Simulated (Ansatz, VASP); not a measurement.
**Cross-check of AlCdBS4 between VASP and Ansatz**

Wanted: the spread between two codes on one cell, functional and k mesh. The cell is generated by rule, not measured, and may not be a known phase. The cell is taken from a series of runs on this material, whose earlier steps may have relaxed, scaled, displaced or heated it; both programs get it as it stands.

Method: plane waves, with VASP 6.6.1 beside it; relaxation of cell and atoms at PBEsol, in Ansatz 0.2.0.

The structure was built from a prototype and need not be the compound's stable phase.

## (1) Starting point

The structure is tetragonal, space group I-4 (No. 82). The conventional cell has a = 5.578 Å, b = 5.578 Å, c = 9.020 Å, α = 90.00°, β = 90.00°, γ = 90.00°. Nearest to B lie 4 S at 1.93 Å. Nearest to Al lie 4 S at 2.27 Å. Cd has 4 S at 2.51 Å nearest. S has 1 B at 1.93 Å and 1 Al at 2.27 Å and 1 Cd at 2.51 Å nearest. Farther neighbours and most contacts between anions are not listed.

## (2) VASP: relaxation of cell and atoms, PBEsol, pair 1

The relaxed volume is the usual yardstick between codes: in a stiff, nearly cubic crystal its relative difference is about their pressure difference at one cell divided by the bulk modulus.

Lines of VASP's logs that name or quote its potential files are left out, and so is its time.

INCAR reads:

```
SYSTEM = AlCdBS4
PREC = Accurate
ENCUT = 500
EDIFF = 1E-07
NELM = 120
ISMEAR = 0
SIGMA = 0.02
LREAL = .FALSE.
ALGO = Normal
GGA = PS
NBANDS = 28
LORBIT = 11
LWAVE = .FALSE.
LCHARG = .FALSE.
ISIF = 3
IBRION = 2
NSW = 80
EDIFFG = -0.005
LASPH = .TRUE.
GGA_COMPAT = .FALSE.
NELMIN = 4
EFERMI = MIDGAP
KPAR = 2
```

POSCAR reads:

```
AlCdBS4
1.0
   -2.7888170000      2.7888170000      4.5102430000
    2.7888170000     -2.7888170000      4.5102430000
    2.7888170000      2.7888170000     -4.5102430000
B Al Cd S
1 1 1 4
Direct
    0.7499999446      0.2499999446      0.5000000000
    0.0000000000      0.0000000000      0.0000000000
    0.5000000000      0.5000000000      0.0000000000
    0.4147756670      0.3396776953      0.4627282823
    0.6603223047      0.1230505870      0.0750979716
    0.8769494130      0.9520473847      0.5372717177
    0.0479526153      0.5852243330      0.9249020284
```

KPOINTS reads:

```
Automatic mesh
0
Gamma
6 6 6
0 0 0
```

Potentials, in the order of the species: B, Al, Cd and S (PBE family, release 64).

Run with:

```
$ mpirun -np 2 vasp_std
```

Numbers of over 12 decimals in the logs are rounded to 6 here.

Output:

```text
[banner, memory and clock lines left out]
running    2 mpi-ranks, on    1 nodes
 distrk:  each k-point on    1 cores,    2 groups
 distr:  one band on    1 cores,    1 groups

 POSCAR found type information on POSCAR B AlCdS
 POSCAR found :  4 types and       7 ions
|                                                                             |
|               ----> ADVICE to this user running VASP <----                  |
|                                                                             |
|     You enforced a specific xc type in the INCAR file but a different       |
|     [... a line on the potential file left out ...]
|     I HOPE YOU KNOW WHAT YOU ARE DOING!                                     |
|                                                                             |

 LDA part: xc-table for (Slater+PW92), standard interpolation
 POSCAR, INCAR and KPOINTS ok, starting setup
 FFT: planning ... GRIDC
 FFT: planning ... GRID_SOFT
 FFT: planning ... GRID
 WAVECAR not read
 entering main loop
       N       E                     dE             d eps       ncg     rms          rms(c)
DAV:   1     0.234372040531E+03    0.23437E+03   -0.18269E+04  2016   0.126E+03
DAV:   2    -0.189686014330E+02   -0.25334E+03   -0.24644E+03  2468   0.271E+02
DAV:   3    -0.359631623193E+02   -0.16995E+02   -0.16903E+02  2428   0.717E+01
DAV:   4    -0.362444568010E+02   -0.28129E+00   -0.28085E+00  2680   0.980E+00
DAV:   5    -0.362498853705E+02   -0.54286E-02   -0.54278E-02  2552   0.137E+00    0.156E+01
DAV:   6    -0.349425266443E+02    0.13074E+01   -0.22366E+00  2656   0.203E+01    0.105E+01
DAV:   7    -0.348302675618E+02    0.11226E+00   -0.16377E+00  2592   0.794E+00    0.439E+00
DAV:   8    -0.348261000952E+02    0.41675E-02   -0.31454E-01  2420   0.611E+00    0.143E+00
DAV:   9    -0.348232191792E+02    0.28809E-02   -0.33762E-02  2380   0.242E+00    0.436E-01
DAV:  10    -0.348227539677E+02    0.46521E-03   -0.45589E-03  2520   0.482E-01    0.154E-01
DAV:  11    -0.348227616267E+02   -0.76590E-05   -0.77047E-04  2572   0.252E-01    0.921E-02
DAV:  12    -0.348227803090E+02   -0.18682E-04   -0.16165E-04  2552   0.106E-01    0.379E-02
DAV:  13    -0.348227950611E+02   -0.14752E-04   -0.40177E-05  2488   0.638E-02    0.101E-02
DAV:  14    -0.348227934969E+02    0.15642E-05   -0.84353E-06  2420   0.396E-02    0.780E-03
DAV:  15    -0.348227943271E+02   -0.83021E-06   -0.23759E-06  2396   0.921E-03    0.366E-03
DAV:  16    -0.348227940266E+02    0.30050E-06   -0.68667E-07  2564   0.951E-03    0.982E-04
DAV:  17    -0.348227940035E+02    0.23097E-07   -0.56969E-08  1352   0.165E-03
   1 F= -.34822794E+02 E0= -.34822794E+02  d E =-.348228E+02
[...]
2 F= -.34822871E+02 E0= -.34822871E+02  d E =-.772553E-04
[...]
3 F= -.34822901E+02 E0= -.34822901E+02  d E =-.107031E-03
[...]
4 F= -.34822926E+02 E0= -.34822926E+02  d E =-.252448E-04
[...]
5 F= -.34822961E+02 E0= -.34822961E+02  d E =-.603819E-04
 curvature:  -2.05 expect dE=-0.420E-04 dE for cont linesearch -0.140E-06
 trial: gam= 0.63810 g(F)=  0.160E-04 g(S)=  0.452E-05 ort = 0.151E-05 (trialstep = 0.137E+01)
 search vector abs. value=  0.359E-04
 bond charge predicted
       N       E                     dE             d eps       ncg     rms          rms(c)
DAV:   1    -0.348230173131E+02   -0.55939E-04   -0.38724E-03  2016   0.349E-01    0.449E-02
DAV:   2    -0.348230006363E+02    0.16677E-04   -0.14475E-04  2576   0.862E-02    0.220E-02
DAV:   3    -0.348229901999E+02    0.10436E-04   -0.11220E-05  2480   0.227E-02    0.119E-02
DAV:   4    -0.348229877623E+02    0.24376E-05   -0.39210E-06  2484   0.127E-02    0.377E-03
DAV:   5    -0.348229876214E+02    0.14093E-06   -0.37117E-07  2124   0.436E-03    0.240E-03
DAV:   6    -0.348229875706E+02    0.50805E-07   -0.40655E-08  1240   0.151E-03
   6 F= -.34822988E+02 E0= -.34822988E+02  d E =-.261538E-04
 trial-energy change:   -0.000026  1 .order   -0.000021   -0.000029   -0.000012
 step:   1.6806(harm=  2.3683)  dis= 0.00054  next Energy=   -34.822989 (dE=-0.276E-04)
 reached required accuracy - stopping structural energy minimisation
```

OUTCAR, selected parts (step 2):

```text
ion  position               nearest neighbor table
   1  0.750  0.250  0.500-   6 1.93   4 1.93   7 1.93   5 1.93
   2  0.000  0.000  0.000-   5 2.27   4 2.27   6 2.27   7 2.27
   3  0.500  0.500  0.000-   5 2.51   6 2.51   4 2.51   7 2.51
   4  0.415  0.340  0.463-   1 1.93   2 2.27   3 2.51
   5  0.660  0.123  0.075-   1 1.93   2 2.27   3 2.51
   6  0.877  0.952  0.537-   1 1.93   2 2.27   3 2.51
   7  0.048  0.585  0.925-   1 1.93   2 2.27   3 2.51

  LATTYP: Found a body centered tetragonal cell.
 ALAT       =     5.5776340000
 C/A-ratio  =     1.6172602935

 Subroutine GETGRP returns: Found  4 space group operations
 (whereof  4 operations were pure point group operations)

The static configuration has the point symmetry S_4 .

 Found     36 irreducible k-points:

   k-points           NKPTS =     36   k-points in BZ     NKDIM =     36   number of bands    NBANDS=     28

   dimension x,y,z NGX =    48 NGY =   48 NGZ =   48
   dimension x,y,z NGXF=    96 NGYF=   96 NGZF=   96

   ENCUT  =  500.0 eV  36.75 Ry    6.06 a.u.  10.92 10.92 10.92*2*pi/ulx,y,z

   NELECT =      42.0000    total number of electrons

 k-points in reciprocal lattice and weights: Automatic mesh
   0.00000000  0.00000000  0.00000000       0.005
   0.16666667  0.00000000 -0.00000000       0.037
   0.33333333  0.00000000  0.00000000       0.037
   0.50000000  0.00000000 -0.00000000       0.019
   0.16666667  0.16666667 -0.00000000       0.037
   0.33333333  0.16666667 -0.00000000       0.037
  -0.16666667 -0.33333333  0.00000000       0.037
   0.50000000  0.16666667 -0.00000000       0.037
  -0.16666667  0.50000000 -0.00000000       0.037
[...]
-0.33333333 -0.33333333  0.33333333       0.009
   0.50000000  0.50000000  0.50000000       0.005

 average (electrostatic) potential at core
       1 -30.0040       2 -76.6647       3 -37.6963       4 -87.7951       5 -87.7951
       6 -87.7951       7 -87.7951

 E-fermi :   3.9908

 k-point     1 :       0.0000    0.0000    0.0000
  band No.  band energies     occupation
    ...
     17       1.2206      2.00000
     18       1.2206      2.00000
     19       2.2892      2.00000
     20       2.2892      2.00000
     21       2.5134      2.00000
     22       5.3902      0.00000
     23       5.9816      0.00000
     24       7.5826      0.00000
     25       8.1332      0.00000
     26       8.1332      0.00000
    ...

 k-point     2 :       0.1667    0.0000   -0.0000
  band No.  band energies     occupation
    ...
     17       1.1558      2.00000
     18       1.4381      2.00000
     19       1.7297      2.00000
     20       2.1782      2.00000
     21       2.4309      2.00000
     22       5.9330      0.00000
     23       6.2836      0.00000
     24       7.6529      0.00000
     25       7.9199      0.00000
     26       8.1291      0.00000
    ...

 k-point     3 :       0.3333    0.0000    0.0000
  band No.  band energies     occupation
    ...
     17       0.8969      2.00000
     18       1.2341      2.00000
     19       1.8145      2.00000
     20       2.0055      2.00000
     21       2.4229      2.00000
     22       6.3916      0.00000
     23       7.1536      0.00000
     24       7.4801      0.00000
     25       7.8035      0.00000
     26       8.1391      0.00000
    ...

  Total        0.0047709      0.0047709     -0.0105332     -0.0000001      0.0000000      0.0000000
  in kB        0.0544129      0.0544129     -0.1201342     -0.0000016      0.0000000      0.0000000
  external PRESSURE =      -0.0037694 kB  Pullay stress =       0.0000000 kB

  energy-cutoff  :      500.00
  volume of cell :      140.48
      direct lattice vectors                 reciprocal lattice vectors
    -2.792813172  2.792813138  4.502578596    -0.000000001  0.179030953  0.111047479
     2.792813172 -2.792813138  4.502578596     0.179030953  0.000000001  0.111047479
     2.792813138  2.792813172 -4.502578596     0.179030952  0.179030954  0.000000000

 POSITION                                       TOTAL-FORCE (eV/Angst)
 -----------------------------------------------------------------------------------
     -0.00000      2.79281      2.25129         0.000000      0.000000     -0.000000
      0.00000      0.00000     -0.00000         0.000000      0.000000      0.000000
      0.00000      0.00000      4.50258         0.000000      0.000000      0.000000
      1.08183      1.50146      1.31367         0.001186      0.003896     -0.001953
     -1.29136      1.71098      3.18891         0.003896     -0.001186      0.001953
      1.71098      1.29136      5.81625        -0.001186     -0.003896     -0.001953
      4.08417      1.08183     -1.31367        -0.003896      0.001186      0.001953
 -----------------------------------------------------------------------------------
    total drift:                               -0.000000     -0.000000      0.000053

  FREE ENERGIE OF THE ION-ELECTRON SYSTEM (eV)
  ---------------------------------------------------
  free  energy   TOTEN  =       -34.8229875706 eV

  energy  without entropy=      -34.8229875706  energy(sigma->0) =      -34.82298757

 reached required accuracy - stopping structural energy minimisation

 total charge
# of ion       s       p       d       tot
------------------------------------------
    1        0.637   1.123   0.000   1.759
    2        0.379   0.373   0.000   0.752
    3        0.431   0.337   9.558  10.325
    4        1.321   2.430   0.000   3.751
    5        1.321   2.430   0.000   3.751
    6        1.321   2.430   0.000   3.751
    7        1.321   2.430   0.000   3.751
--------------------------------------------------
tot          6.730  11.554   9.558  27.842

[... 3 further parts left out ...]
```

CONTCAR:

```
AlCdBS4
   1.00000000000000
    -2.7928131715931763    2.7928131377690826    4.5025785962593767
     2.7928131715931763   -2.7928131377690826    4.5025785962593767
     2.7928131377690826    2.7928131715931763   -4.5025785962593767
  B               Al              Cd              S
     1     1     1     4
Direct
     0.7499999445999990    0.2499999445999990    0.5000000000000000
     0.0000000000000000    0.0000000000000000    0.0000000000000000
     0.5000000000000000    0.5000000000000000    0.0000000000000000
     0.4146867049190293    0.3395613338480237    0.4624886976743340
     0.6604386661519763    0.1229273638263104    0.0751253709710039
     0.8770726361736896    0.9521980072446954    0.5375113023256659
     0.0478019927553047    0.5853132950809706    0.9248746290289960
```

The gap is read on the k-mesh alone, so it is an upper bound where the band edges lie off the mesh. The PAW data sets were made with PBE, which is usual practice but a small mismatch for other functionals. The run keeps the 4 symmetry operations of its start, so it cannot find a distortion of lower symmetry.

[end of part 1 of 2]

[Lines on the potential files, build, host, timing and source positions are cut from VASP's logs without a mark.]

[Logs are printed without paths, hosts, clocks, repeated set-up lines and the standing remarks that a program may print on its own settings, such as how far it seeks lower states.]

[Hosts, paths, dates, database ids (printed as entryN), source tags and the programs' standing remarks are cut or masked in the printed files.]
